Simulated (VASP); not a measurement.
```xyz
3
Lattice="1.8712 -3.2410 0.0000 1.8712 3.2410 0.0000 0.0000 0.0000 4.7640" Properties=species:S:1:pos:R:3 pbc="T T T"
Pt     0.0000     0.0000     0.0000
Se     1.8712     1.0803     1.2644
Se     1.8712    -1.0803     3.4997
```

Level of theory: LDA (Ceperley-Alder, Perdew-Zunger), VASP's LDA PAW potentials (set 64) (plane waves; VASP). Numerical set-up: 400 eV cut-off, 9×9×6 Γ-centred mesh, first-order Methfessel-Paxton smearing of 0.10 eV, potentials Pt Se.

Unless said otherwise, spin-orbit coupling is left out, though it shifts the bands of the heavy elements here.

Estimate the energy per atom (σ→0), band gap (on the k-mesh) with the smallest direct gap where there is one.

The band gap (on the k-mesh) is none (metal, semimetal or under 0.01 eV) and the energy per atom (σ→0) is -5.697 eV/atom.

Total energies compare only between runs with the same potentials, cut-off and functional.

The compound is PtSe2 in the 1T layered structure. It was relaxed first, which changed the volume by -6 %. The start is the result of an earlier pass.
